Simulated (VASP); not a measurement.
Energy against volume of CaO (rock salt). Level of theory: revTPSS meta-GGA, VASP's PBE PAW potentials (set 64) (plane waves; VASP).

| V (Å³/atom) | E (eV/atom) |
|---|---|
| 13.212 | -7.36926 |
| 13.633 | -7.38508 |
| 14.055 | -7.39045 |
| 14.477 | -7.38702 |
| 14.898 | -7.37606 |

Question: Fit a third-order Birch-Murnaghan equation of state.

Answer: 
```yaml
volume_per_atom: 14.09 Å³/atom
bulk_modulus: 110 GPa
pressure_derivative_of_the_bulk_modulus: 4.49
lattice_constant_a: 4.831 Å
```

Measured: a 4.781 Å at 0 K (computed value off by +1.0 %), as given by Wei Chen et al., Physical Review Materials (2018), doi:10.1103/physrevmaterials.2.073803 [zero-point anharmonic expansion removed].

The compound is CaO in the rock salt structure. It was relaxed first.
